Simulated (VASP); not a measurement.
A convergence study with VASP on Cu₃Au (space group no. 221 when undisturbed): a few settings are varied, all else stays as given below, so the limit is that of these other settings. One atom is moved off its site, so that forces are finite.

```
AuCu3
1.0
    3.76875     0.00000     0.00000
    0.00000     3.76875     0.00000
    0.00000     0.00000     3.76875
Cu Au
3 1
Direct
  0.01327   0.50000   0.50000
  0.50000   0.00000   0.50000
  0.50000   0.50000   0.00000
  0.00000   0.00000   0.00000
```

Level of theory: PBE GGA, VASP's PBE PAW potentials (set 64) (plane waves; VASP). The last row used: 300 eV cut-off, 9×9×9 Γ-centred mesh, Fermi-Dirac smearing of 0.10 eV, potentials Cu Au.

| setting | E (eV/atom) | pressure (GPa) | irreducible k-points |
|---|---|---|---|
| EDIFF = 1E-01 | -3.6567 | -13.26 | 75 |
| EDIFF = 1E-02 | -3.6501 | -7.56 | 75 |
| EDIFF = 1E-03 | -3.6503 | -0.50 | 75 |
| EDIFF = 1E-04 | -3.6503 | 0.60 | 75 |
| EDIFF = 1E-05 | -3.6503 | -0.34 | 75 |
| EDIFF = 1E-06 | -3.6503 | -0.32 | 75 |
| EDIFF = 1E-07 | -3.6503 | -0.30 | 75 |
| EDIFF = 1E-08 | -3.6503 | -0.32 | 75 |
| EDIFF = 1E-10 | -3.6503 | -0.33 | 75 |

Left out are rungs that failed or repeat a setting and relaxations that didn't move; long series are thinned to 24 rows.

The structure is a typed Cu3Au crystal (space group no. 221). The cell was not relaxed at this level, it is distorted from the ideal structure.
